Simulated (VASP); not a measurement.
A convergence study with VASP on MoTe$_{2}$: one setting is varied, all else stays as given below, so the limit is that of these other settings.

```xyz
6
Lattice="3.5306 0.0000 0.0000 -1.7653 3.0576 0.0000 0.0000 0.0000 24.6134" Properties=species:S:1:pos:R:3 pbc="T T T"
Te     1.7653     1.0192    17.6134
Te     0.0000     2.0384    10.6125
Te     0.0000     2.0384     7.0000
Te     1.7653     1.0192    14.0009
Mo     1.7653     1.0192     8.8063
Mo     0.0000     2.0384    15.8072
```

Level of theory: LDA (Ceperley-Alder, Perdew-Zunger), VASP's LDA PAW potentials (set 64) (plane waves; VASP 6.6.1). The tightest run used: 300 eV cut-off, 20×20×1 Γ-centred mesh, Fermi-Dirac smearing of 0.010 eV, potentials Te Mo_sv.

Q: The settings run are 2×2×1 mesh; 3×3×1 mesh; 4×4×1 mesh; 5×5×1 mesh; 6×6×1 mesh; 8×8×1 mesh; 9×9×1 mesh; 11×11×1 mesh; 13×13×1 mesh; 15×15×1 mesh; 17×17×1 mesh; 20×20×1 mesh. From which on does the largest force stay within 0.01 eV/Å of the tightest run?

A: From 4×4×1 mesh on: it is off by 0.000 there and by no more than 0.01 in any finer run, while 3×3×1 mesh is off by 0.201.
```json
[
 {"setting": "2×2×1 mesh", "E (eV/atom)": "-6.5916", "largest force (eV/Å)": "0.235", "irreducible k-points": "2", "difference judged (eV/Å)": "0.205"},
 {"setting": "3×3×1 mesh", "E (eV/atom)": "-6.8760", "largest force (eV/Å)": "0.641", "irreducible k-points": "3", "difference judged (eV/Å)": "0.201"},
 {"setting": "4×4×1 mesh", "E (eV/atom)": "-6.8573", "largest force (eV/Å)": "0.440", "irreducible k-points": "4", "difference judged (eV/Å)": "0.000"},
 {"setting": "5×5×1 mesh", "E (eV/atom)": "-6.8383", "largest force (eV/Å)": "0.447", "irreducible k-points": "5", "difference judged (eV/Å)": "0.007"},
 {"setting": "6×6×1 mesh", "E (eV/atom)": "-6.8391", "largest force (eV/Å)": "0.438", "irreducible k-points": "7", "difference judged (eV/Å)": "0.002"},
 {"setting": "8×8×1 mesh", "E (eV/atom)": "-6.8394", "largest force (eV/Å)": "0.440", "irreducible k-points": "10", "difference judged (eV/Å)": "0.000"},
 {"setting": "9×9×1 mesh", "E (eV/atom)": "-6.8395", "largest force (eV/Å)": "0.440", "irreducible k-points": "12", "difference judged (eV/Å)": "0.000"},
 {"setting": "11×11×1 mesh", "E (eV/atom)": "-6.8395", "largest force (eV/Å)": "0.440", "irreducible k-points": "16", "difference judged (eV/Å)": "0.000"},
 {"setting": "13×13×1 mesh", "E (eV/atom)": "-6.8395", "largest force (eV/Å)": "0.440", "irreducible k-points": "21", "difference judged (eV/Å)": "0.000"},
 {"setting": "15×15×1 mesh", "E (eV/atom)": "-6.8395", "largest force (eV/Å)": "0.440", "irreducible k-points": "27", "difference judged (eV/Å)": "0.000"},
 {"setting": "17×17×1 mesh", "E (eV/atom)": "-6.8395", "largest force (eV/Å)": "0.440", "irreducible k-points": "33", "difference judged (eV/Å)": "0.000"},
 {"setting": "20×20×1 mesh", "E (eV/atom)": "-6.8395", "largest force (eV/Å)": "0.440", "irreducible k-points": "44", "difference judged (eV/Å)": "0.000"}
]
```

Left out are rungs that failed or repeat a setting and relaxations that didn't move; long series are thinned to 24 rows.

The cell is a sheet or thin cut with vacuum, built from a generated structure.
